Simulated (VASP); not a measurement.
# A VASP study of MoS2 (PBEsol): structure first, properties next

Aim: relax MoS2, then compute properties on the relaxed cell. The steps: full relaxation (PBEsol), single point with fields (PBEsol), band structure (PBEsol), total and projected DOS (PBEsol), vibrations at Γ (PBEsol) and independent-particle dielectric function (PBEsol). The start is a cell from a database of measured crystal structures.

Program: VASP 6.6.1. Level of theory: PBEsol; plane waves and PAW (Mo_sv, S). Results are calculated unless marked as measured.

This is a report of a sequence of runs, with most program output left out.

## Step 1: The structure

Before any relaxation, the start is as follows. It takes space group R3m (No. 160, trigonal). Conventional cell: a = 3.160 Å, b = 3.160 Å, c = 18.450 Å, α = 90.00°, β = 90.00°, γ = 120.00°. Mo has 6 S at 2.39 Å nearest. S has 3 Mo at 2.39 Å nearest. Nearest to S lie 3 Mo at 2.39 Å. Farther neighbours and most contacts between anions are not listed.

Coordinates:

```xyz
3
Lattice="1.5800 2.7366 0.0000 -1.5800 2.7366 0.0000 0.0000 -1.8244 6.1500" Properties=species:S:1:pos:R:3 pbc="T T T"
Mo    0.0000    0.0000    0.0000
S     0.0000    0.0000    4.6125
S     0.0000    1.8244    1.5436
```

## Step 2: Full relaxation (PBEsol)

Properties are meant for the cell that this level of theory prefers, so cell and atoms are relaxed first (ISIF = 3) until forces and stress are small; EDIFFG sets the threshold. PBEsol restores the gradient expansion of exchange and is tuned for the cells of solids.

Contents of INCAR:

```
SYSTEM = MoS2
PREC = Accurate
ENCUT = 400
EDIFF = 1E-06
NELM = 100
ISMEAR = 0
SIGMA = 0.05
LREAL = .FALSE.
ALGO = Normal
GGA = PS
NBANDS = 19
LASPH = .TRUE.
LORBIT = 11
LWAVE = .FALSE.
LCHARG = .FALSE.
KPAR = 2
IBRION = 2
NSW = 60
ISIF = 3
EDIFFG = -0.01
```

Contents of POSCAR:

```
MoS2
1.0
    1.5800000000      2.7366402759      0.0000000000
   -1.5800000000      2.7366402759      0.0000000000
    0.0000000000     -1.8244268506      6.1500000000
Mo S
1 2
Direct
    0.0000000000      0.0000000000      0.0000000000
    0.2500000000      0.2500000000      0.7500000000
    0.4170000000      0.4170000000      0.2510000000
```

Contents of KPOINTS:

```
Automatic mesh
0
Gamma
7 7 7
0 0 0
```

The projector-augmented-wave data sets are Mo_sv and S (PBE family, release 64).

Command:

```bash
$ mpirun -np 2 vasp_std
```

Wall time 31 s (2 MPI ranks of Intel Xeon 6975P-C (Granite Rapids), shared host); peak memory 0.33 GiB.

The gap is read on the k-mesh alone, so it is an upper bound where the band edges lie off the mesh. The bonds form layers, held to each other by dispersion, which PBEsol lacks, so the spacing between them is unreliable. The PAW data sets were made with PBE, which is usual practice but a small mismatch for other functionals. The run keeps the 6 symmetry operations of its start, so it cannot find a distortion of lower symmetry.

The steps of the relaxation:

```
step  energy less that of the first step (eV)  largest force (eV/Å)  pressure (GPa)  volume (Å³)
   1                                   0.0000                0.2616            0.08        53.18
   2                                  -0.0031                0.2619           -1.31        53.25
   3                                  -0.0048                0.0691           -0.83        53.22
   4                                  -0.0045                0.0660            0.97        52.59
   5                                  -0.0057                0.0255            0.01        52.93
   6                                  -0.0057                0.0257            0.03        52.93
   7                                  -0.0054                0.0410           -0.41        53.08
   8                                  -0.0057                0.0259           -0.03        52.94
   9                                  -0.0057                0.0209           -0.02        52.94
  10                                  -0.0057                0.0005           -0.03        52.94
```

```
conventional cell, symmetrised  before   after  change
                         a (Å)   3.160   3.142  -0.6 %
                         b (Å)   3.160   3.142  -0.6 %
                         c (Å)  18.450  18.576  +0.7 %
              volume (Å³/atom)   17.73   17.65  -0.5 %
```

The relaxed structure:

```xyz
3
Lattice="1.5710 2.7211 0.0000 -1.5710 2.7211 0.0000 0.0000 -1.8141 6.1920" Properties=species:S:1:pos:R:3 pbc="T T T"
Mo    0.0000    0.0000    0.0018
S     0.0000    0.0000    4.6362
S     0.0000    1.8141    1.5601
```

Numbers from this step:

```yaml
electrons: 26
bands: 19
irreducible_k_points: 44
symmetry_operations: 6
free_energy_toten: -23.45 eV
fermi_energy: 7.799 eV
pressure: -0.02786 GPa
metallic: no
valence_top_at_k: 0, 0, 0.4286
conduction_bottom_at_k: -0.1429, 0.1429, 0
least_direct_gap_at_k: -0.2857, 0.2857, 0
scf_cycles_over_all_ionic_steps: 65
gap_on_the_k_mesh: 1.081 eV
least_direct_gap_on_the_k_mesh: 2.195 eV
```

It ends with forces under 0.001 eV/Å and a pressure of -0.03 GPa. The volume lies -0.5 % from that of the database's start, which holds the thermal and zero-point expansion of its experiment.

## Step 3: Single point with fields (PBEsol)

A single point on the relaxed cell gives a clean self-consistent state, with density, ELF and potential written out.

Edit INCAR of step 2 so:

```diff
@@ -14,7 +14,5 @@
 LWAVE = .FALSE.
-LCHARG = .FALSE.
-KPAR = 2
-IBRION = 2
-NSW = 60
-ISIF = 3
-EDIFFG = -0.01
+LCHARG = .TRUE.
+ISIF = 2
+LELF = .TRUE.
+LVHAR = .TRUE.
```

Contents of POSCAR:

```
MoS2
1.0
    1.5710333670      2.7211096120      0.0000000000
   -1.5710333670      2.7211096120      0.0000000000
    0.0000000000     -1.8140730746      6.1919625447
Mo S
1 2
Direct
    0.0000989742      0.0000989742      0.0002969225
    0.2495816124      0.2495816124      0.7487448373
    0.4173194134      0.4173194134      0.2519582402
```

KPOINTS is that of step 2.

Command:

```bash
$ mpirun -np 2 vasp_std
```

Wall time 7 s (2 MPI ranks); peak memory 0.25 GiB; 13 s of CPU time.

This step gave:

```
SCF cycles   : 14
bands        : 20
Fermi energy : 7.851 eV
pressure     : -0.02841 GPa
```

Valence electrons inside each PAW sphere by angular momentum. Sphere charges, by row:

```
atom  s (e)  p (e)  d (e)  tot (e)
 Mo1    2.3  6.232  3.994    12.53
  S2  1.358  2.325      0    3.683
  S3  1.359  2.324      0    3.683
```

Valence density in the ac plane of the conventional cell at fractional y = 0.000, with atoms of Mo and S within 0.2 Å of it. It is the smooth field of the valence electrons, not physical close to the nuclei.

Ten steps, logarithmic in the rise over the least value, from '0' (0.0 e/Å³) to '9' (6.1 e/Å³), each cell a mean:
```
99865433345789
44444444444444
11223344433211
00001111111000
44332100012344
55654322235565
55654433345565
44444455544444
44444444444444
45655433345665
55554321234565
33321100011233
00011122211100
11223444443211
12234455543322
22334455543322
22234455543322
11234455543321
01123344433211
00001111110000
00011122211000
12233444443222
55444444444455
99875433346799
```
Columns run along a (3.1 Å), rows up along c (18.6 Å), edges of the conventional cell, whose origin can differ from the input's. Atoms in or near the plane, at fractional coordinates: Mo at (0.00, 0.00), S at (0.00, 0.75), S at (0.00, 0.58).

Electrostatic potential energy in the ac plane of the conventional cell at fractional y = 0.000, with atoms of Mo and S within 0.2 Å of it. With pseudopotentials it is smooth inside the atoms' cores, unlike the true potential.

Values in eV, 24 rows by 14 columns, each cell a mean:
```
-57 -53 -44 -30 -14  -4  -1  -1  -2  -6 -18 -34 -48 -55
 -7  -6  -4  -2  -2  -4  -5  -6  -5  -3  -2  -3  -4  -6
  3   3   3   2   0  -1  -3  -4  -3  -1   1   2   3   3
  4   4   4   4   4   4   3   3   3   4   4   4   4   4
 -6  -4  -1   1   3   4   4   4   4   3   2   1  -2  -5
-66 -64 -51 -24  -6   0   2   3   2  -1  -9 -32 -58 -65
-56 -52 -38 -17  -5  -2  -1  -1  -1  -3  -7 -23 -45 -54
 -2  -2  -2  -3  -6 -13 -18 -19 -17 -10  -5  -3  -2  -2
 -8  -6  -4  -4  -5  -9 -13 -15 -13  -8  -4  -4  -5  -7
-66 -63 -50 -24  -7  -2   0   0   0  -3  -9 -32 -57 -64
-57 -53 -39 -17  -4   1   3   3   2   0  -6 -23 -45 -54
  0   1   2   3   3   4   4   4   4   4   3   2   1   0
  4   4   4   4   3   3   3   3   3   3   4   4   4   4
  3   3   3   1  -1  -2  -4  -5  -4  -2   0   2   3   3
  3   3   2   0  -2  -4  -6  -6  -5  -3  -1   1   2   3
  2   1   0  -2  -6 -13 -18 -20 -17 -10  -4  -1   0   2
  2   2   0  -1  -4 -10 -14 -15 -13  -8  -3  -1   1   2
  3   3   2   0  -2  -4  -6  -7  -6  -3  -1   1   2   3
  4   3   3   2   0  -1  -3  -3  -2  -1   1   2   3   3
  4   4   4   4   4   4   3   3   4   4   4   4   4   4
  4   4   4   4   3   3   3   3   3   3   4   4   4   4
  3   3   2   1  -1  -3  -4  -5  -4  -2   0   2   3   3
-15 -14  -9  -5  -3  -3  -4  -4  -4  -3  -4  -6 -11 -14
-64 -61 -51 -36 -18  -5  -1  -1  -2  -8 -24 -41 -55 -62
```
Columns run along a (3.1 Å; values clipped at the 3rd and 97th percentile), rows up along c (18.6 Å), edges of the conventional cell, whose origin can differ from the input's. Atoms in or near the plane, at fractional coordinates: Mo at (0.00, 0.00), S at (0.00, 0.75), S at (0.00, 0.58).

ELF in the ac plane of the conventional cell at fractional y = 0.000, with atoms of Mo and S within 0.2 Å of it. It is the smooth field of the valence electrons, not physical close to the nuclei.

Ten even steps from '_' (0.01) to '@' (0.86), each cell a mean:
```
**##**==----======----++####
::::--==**##%%%%%%##++==::::
__..::==**##%%%%%%##++--....
..______..::------::..____..
@@@@%%##==..______::++##%%@@
##%%@@@@%%++::..--##@@@@@@%%
**##%%%%##==::..--**%%@@%%##
======--::::------::::--====
++++++==--::::::::::--==++++
++**%%@@%%++::..--**%%@@%%**
@@@@@@@@%%++::..::**@@@@@@@@
%%##**++--..______..--++##%%
______..::--++++==--::______
____..==**%%@@@@%%##++--..__
....::--++########**++--....
------::::::------::::::----
----::::::----------::::::--
__..::==**##%%%%%%##++--....
____..--**##%%%%%%##++--..__
________..::::::::::..______
______..::--======--::..____
....::==**%%%%%%%%##**==::..
------==++########**++------
**####++--::------::==**##**
```
Columns run along a (3.1 Å), rows up along c (18.6 Å), edges of the conventional cell, whose origin can differ from the input's. Atoms in or near the plane, at fractional coordinates: Mo at (0.00, 0.00), S at (0.00, 0.75), S at (0.00, 0.58).

In this run the pressure is -0.03 GPa, small enough to go on.

## Step 4: Band structure (PBEsol)

Levels along the symmetry lines show where the bands peak and cross; KPOINTS_OPT computes them in the converged potential.

Contents of INCAR:

```
SYSTEM = MoS2
PREC = Accurate
ENCUT = 400
EDIFF = 1E-06
NELM = 100
ISMEAR = 0
SIGMA = 0.05
LREAL = .FALSE.
ALGO = Normal
GGA = PS
NBANDS = 26
LASPH = .TRUE.
LORBIT = 11
LWAVE = .FALSE.
LCHARG = .FALSE.
KPAR = 2
```

POSCAR is that of step 3.

KPOINTS is that of step 3.

Contents of KPOINTS_OPT:

```
Line mode
16
Line-mode
Reciprocal
  0.00000000   0.00000000   0.00000000 GAMMA
  0.00000000   0.50000000   0.00000000 L

  0.00000000   0.50000000   0.00000000 L
 -0.36194424   0.31902788   0.18097212 B1

 -0.31902788   0.31902788   0.50000000 B
  0.00000000   0.00000000   0.50000000 Z

  0.00000000   0.00000000   0.50000000 Z
  0.00000000   0.00000000   0.00000000 GAMMA

  0.00000000   0.00000000   0.00000000 GAMMA
 -0.34048606   0.34048606   0.00000000 X

 -0.34048606   0.31902788   0.34048606 Q
 -0.50000000   0.00000000   0.50000000 F

 -0.50000000   0.00000000   0.50000000 F
 -0.47854182   0.00000000   0.65951394 P1

 -0.47854182   0.00000000   0.65951394 P1
  0.00000000   0.00000000   0.50000000 Z

  0.00000000   0.50000000   0.00000000 L
  0.00000000   0.47854182   0.34048606 P
```

Command:

```bash
$ mpirun -np 2 vasp_std
```

Wall time 19 s (2 MPI ranks); peak memory 0.34 GiB; 37 s of CPU time.

Spin-orbit coupling is off here; it would split degenerate levels. The cell is typed on its shortest vectors, so the axes of tensors and the coordinates of k-points follow the printed cell and not the standard setting.

Numbers from this step:

| Item | Value |
| --- | --- |
| bands | 26 |
| Fermi energy | 7.760 eV |
| pressure | -0.03486 GPa |
| least gap on mesh and path | 0.9249 eV |
| least direct gap on mesh and path | 1.804 eV |
| valence top at k | 0, 0, 0.5 |
| conduction bottom at k | -0.1816, 0.1816, 0 |
| least direct gap at k | -0.3378, 0.3311, 0.1689 |

The electronic bands at the labelled points (eV, zero at the valence-band top; v1 is the highest filled band, c1 the lowest empty one):

```
          point     v4     v3     v2     v1    c1    c2    c3    c4
              Γ  -2.15  -2.15  -1.27  -1.23  2.17  2.17  2.55  2.55
0.53 of the way  -3.28  -2.29  -1.73  -1.58  1.27  1.84  2.80  3.23
              L  -3.91  -2.35  -1.48  -1.44  1.76  2.14  3.55  3.59
0.53 of the way  -3.76  -3.22  -2.57  -0.97  1.49  2.42  2.68  4.16
             B1  -4.31  -3.75  -2.80  -0.68  1.17  2.30  3.11  4.39
      jump to B  -4.31  -3.75  -2.80  -0.68  1.17  2.30  3.11  4.39
0.47 of the way  -4.13  -2.70  -1.88  -1.50  1.56  1.96  2.25  3.74
              Z  -3.30  -2.12  -2.12   0.00  2.26  2.26  2.43  2.43
0.53 of the way  -2.55  -2.14  -2.14  -0.34  2.20  2.20  2.50  2.50
              Γ  -2.15  -2.15  -1.27  -1.23  2.17  2.17  2.55  2.55
0.47 of the way  -3.65  -2.58  -1.49  -1.41  0.97  1.88  2.32  3.68
              X  -4.32  -3.67  -2.85  -0.67  1.14  2.30  3.09  4.41
      jump to Q  -4.32  -3.67  -2.85  -0.67  1.14  2.30  3.09  4.41
0.47 of the way  -3.99  -3.27  -2.73  -0.92  1.63  2.59  3.01  3.76
              F  -3.84  -2.91  -1.66  -1.26  1.72  2.29  3.07  4.01
0.53 of the way  -3.85  -2.88  -1.65  -1.26  1.72  2.30  3.08  3.97
             P1  -3.85  -2.79  -1.62  -1.28  1.72  2.31  3.13  3.90
0.47 of the way  -3.18  -2.40  -2.38  -1.40  1.73  2.10  2.24  3.38
              Z  -3.30  -2.12  -2.12   0.00  2.26  2.26  2.43  2.43
      jump to L  -3.91  -2.35  -1.48  -1.44  1.76  2.14  3.55  3.59
0.53 of the way  -3.89  -2.53  -1.53  -1.36  1.74  2.22  3.38  3.70
              P  -3.85  -2.79  -1.62  -1.28  1.72  2.31  3.13  3.90
```

Of the projections kept (Mo, S), the largest for each band there; the rest of the weight can lie on other orbitals:

```
point       v4       v3       v2       v1       c1       c2       c3       c4
    Γ  Mo 0.62  Mo 0.62   S 0.87  Mo 0.79   S 0.51   S 0.51   S 0.62   S 0.62
    L  Mo 0.57   S 0.72   S 0.83  Mo 0.71  Mo 0.96  Mo 0.91  Mo 0.63  Mo 0.61
   B1   S 0.64   S 0.78   S 0.67  Mo 0.83  Mo 0.92  Mo 0.79  Mo 0.78  Mo 0.71
    B   S 0.64   S 0.78   S 0.67  Mo 0.83  Mo 0.92  Mo 0.79  Mo 0.78  Mo 0.71
    Z  Mo 0.72  Mo 0.63  Mo 0.63  Mo 0.70   S 0.53   S 0.53   S 0.61   S 0.61
    Γ  Mo 0.62  Mo 0.62   S 0.87  Mo 0.79   S 0.51   S 0.51   S 0.62   S 0.62
```

The path lowers the gap by 0.16 eV against the mesh alone, so a band edge lies off the mesh.

## Step 5: Total and projected DOS (PBEsol)

A density of states needs more k-points than a total energy; ISMEAR = -5 takes tetrahedra, and LORBIT projects the states on the PAW spheres. The mesh is finer than in the run before.

Edit INCAR of step 4 so:

```diff
@@ -5,3 +5,3 @@
 NELM = 100
-ISMEAR = 0
+ISMEAR = -5
 SIGMA = 0.05
@@ -16 +16,2 @@
 KPAR = 2
+NEDOS = 2001
```

POSCAR is that of step 4.

Contents of KPOINTS:

```
Automatic mesh
0
Gamma
11 11 11
0 0 0
```

Command:

```bash
$ mpirun -np 2 vasp_std
```

Wall time 23 s (2 MPI ranks); peak memory 0.44 GiB; 44 s of CPU time.

Numbers from this step:

```yaml
irreducible_k_points: 146
fermi_energy: 7.540 eV
pressure: -0.03074 GPa
valence_top_at_k: 0, 0, 0.4545
conduction_bottom_at_k: -0.1818, 0.1818, 0
least_direct_gap_at_k: -0.3636, 0.3636, 0
gap_on_the_k_mesh: 0.9346 eV
least_direct_gap_on_the_k_mesh: 1.978 eV
```

The density of states has structure finer than the step of the table below, so its rows give means over 1 eV, whole bins alone (the curve runs from -12.0 to 8.84 eV). Peaks (eV: height): total -3.8: 5.61, 1.7: 4.87, 1.9: 4.43, 2.2: 5.72; Mo d -3.8: 1.80, -1.4: 1.92, 1.7: 3.37, 2.3: 3.20; S p -6.2: 1.30, -4.5: 1.40, -3.8: 1.96, -2.6: 1.56; S s -4.5: 0.187, 2.0: 0.0663, 2.3: 0.0772, 7.6: 0.0962; Mo p -4.6: 0.0868, -2.6: 0.0944, -2.0: 0.0951, 8.0: 0.112.

States under -12.0 eV and over 8.8 eV are left out. Density of states against energy, zero at the valence-band top; means over each step; values in states/eV/cell:

```
energy (eV)   total     Mo d     S p      S s     Mo p     Mo s
         -8       0        0       0        0        0        0
         -7   0.187   0.0250  0.0561  0.00275  0.00202   0.0146
         -6    2.58    0.536   0.804   0.0276   0.0386   0.0863
         -5    1.92    0.399   0.620   0.0617   0.0367   0.0547
         -4    2.79    0.781   0.936   0.0531   0.0431   0.0466
         -3    2.28    0.663   0.816   0.0245   0.0466   0.0105
         -2    2.39    0.504   0.973   0.0309   0.0705  0.00769
         -1    1.81    0.884   0.389   0.0189   0.0272   0.0121
          0  0.0619   0.0311  0.0144  0.00161   1.7e-4  0.00137
          1   0.700    0.414  0.0934   0.0102  0.00358  0.00670
          2    3.97     2.32   0.699   0.0473   0.0228   0.0234
          3    1.87    0.889   0.413   0.0368   0.0108  0.00358
          4    1.47    0.703   0.370   0.0413  0.00246  0.00283
          5  0.0204  0.00211  8.1e-4   1.7e-4   5.7e-4  0.00424
          6   0.680   0.0623  0.0352   0.0168   0.0285    0.107
          7    1.14   0.0802  0.0757   0.0454   0.0428    0.128
          8    2.12    0.137   0.147   0.0737   0.0839    0.136
```

The gap on this mesh is 0.93 eV. In the top eV of the valence band the largest shares in the PAW spheres are Mo d 52 % and S p 21 %; in the lowest eV of the conduction band, Mo d 61 % and S p 15 %. The rest lies in smaller channels or between the spheres.

## Step 6: Vibrations at Γ (PBEsol)

Zone-centre modes test whether the atoms sit at a minimum within this cell. IBRION = 8 takes the force constants from linear response, which needs tightly converged orbitals.

Contents of INCAR:

```
SYSTEM = MoS2
PREC = Accurate
ENCUT = 400
EDIFF = 1E-08
NELM = 100
ISMEAR = 0
SIGMA = 0.05
LREAL = .FALSE.
ALGO = Normal
GGA = PS
NBANDS = 19
LASPH = .TRUE.
LORBIT = 11
LWAVE = .FALSE.
LCHARG = .FALSE.
KPAR = 2
IBRION = 8
LEPSILON = .TRUE.
ISIF = 2
```

POSCAR is that of step 5.

Contents of KPOINTS:

```
Automatic mesh
0
Gamma
16 16 16
0 0 0
```

Command:

```bash
$ mpirun -np 2 vasp_std
```

Run time: 42 min. Hardware: 2 MPI ranks; peak memory 5.2 GiB.

Energies printed during the response cycles are not total energies of the cell.

Numbers from this step:

```yaml
bands: 19
irreducible_k_points: 417
pressure_of_the_cell: -0.02841 GPa
largest_force_of_the_cell: 7.64e-4 eV/Å
fermi_energy: 7.947 eV
valence_top_at_k: 0, 0, 0.5
conduction_bottom_at_k: -0.1875, 0.1875, 0
least_direct_gap_at_k: -0.3125, 0.3125, 0
gap_on_the_k_mesh: 0.9293 eV
least_direct_gap_on_the_k_mesh: 1.900 eV
```

Electronic dielectric tensor with local fields:

```
15.04  0.00  0.00
 0.00 15.04  0.00
 0.00  0.00  6.51
```

Ionic part of the static dielectric tensor:

```
0.1887 0.0000 0.0000
0.0000 0.1887 0.0000
0.0000 0.0000 0.0510
```

Born effective charge (e), principal values of the symmetric part by kind of site:

```
atom  atoms with these values    low  middle   high   mean
 Mo1                        1  -1.07   -1.07  -0.68  -0.94
  S2                        1   0.38    0.54   0.54   0.49
  S3                        1   0.30    0.53   0.53   0.45
```

In full for S2:

```
0.54 0.00 0.00
0.00 0.54 0.00
0.00 0.00 0.38
```

Infrared lines, with heights relative to the strongest:

```
position (cm⁻¹)  lines merged  squared mode dipole, relative
            287             2                            0.0
            385             2                            100
            408             1                            0.1
            468             1                             20
```

Transverse limit, no LO-TO splitting. The modes at Γ (shares of kinetic energy by element, %):

```
mode  frequency (cm⁻¹)  symmetry       IR  Mo %  S %
   1              -0.1  acoustic   3.5e-9    60   40
   2              -0.1  acoustic   3.5e-9    60   40
   3               0.0  acoustic  1.1e-10    60   40
   4             287.0         E   3.1e-6     0  100
   5             287.0         E   3.1e-6     0  100
   6             384.7         E    0.030    40   60
   7             384.7         E    0.030    40   60
   8             407.7        A1   6.9e-5     0  100
   9             467.7        A1    0.012    40   60
```

Displacements in mode 5 (287.0 cm⁻¹), the largest set to 1:
```
Mo1  0.00  0.00  0.00
S2   1.00  0.00  0.00
S3  -1.00  0.00  0.00
```

Displacements in mode 9 (467.7 cm⁻¹), the largest set to 1:
```
Mo1  0.00  0.00 -0.66
S2   0.00  0.00  1.00
S3   0.00  0.00  0.96
```

Piezoelectric tensor, ionic part (C/m²), by row:

```
field       xx       yy       zz      xy       yz       zx
    x        0        0        0  0.1016        0  0.00619
    y   0.1016  -0.1016        0       0  0.00543        0
    z  0.01195  0.01195  0.03446       0        0        0
```

Piezoelectric tensor with clamped ions (C/m²), by row:

```
field        xx        yy       zz      xy       yz       zx
    x         0         0        0  0.4978        0  0.02279
    y    0.4978   -0.4978        0       0  0.02279        0
    z  -0.00506  -0.00506  0.06282       0        0        0
```

The Born charges sum to zero; the printed set may have that rule imposed, so this is no test. Born charges and mode vectors give each infrared mode its dipole; summed over the modes, dipole squared over frequency squared adds 0.143 to the electronic 12.2, for a mean static constant of 12.3. By the characters of their eigenvectors the optical modes sort into (cm⁻¹) Raman active: E 287, E 385, A1 408, A1 468; infrared active: E 287, E 385, A1 408, A1 468.

(Part 1 of 2 ends here.)

[Lines on the potential files, build, host, timing and source positions are cut from VASP's logs without a mark.]

[Logs are printed without paths, hosts, clocks, repeated set-up lines and the standing remarks that a program may print on its own settings, such as how far it seeks lower states.]

[Hosts, paths, dates, database ids (printed as entryN), source tags and the programs' standing remarks are cut or masked in the printed files.]

[A measured line is paired with the nearest computed mode of its activity, which favours agreement.]
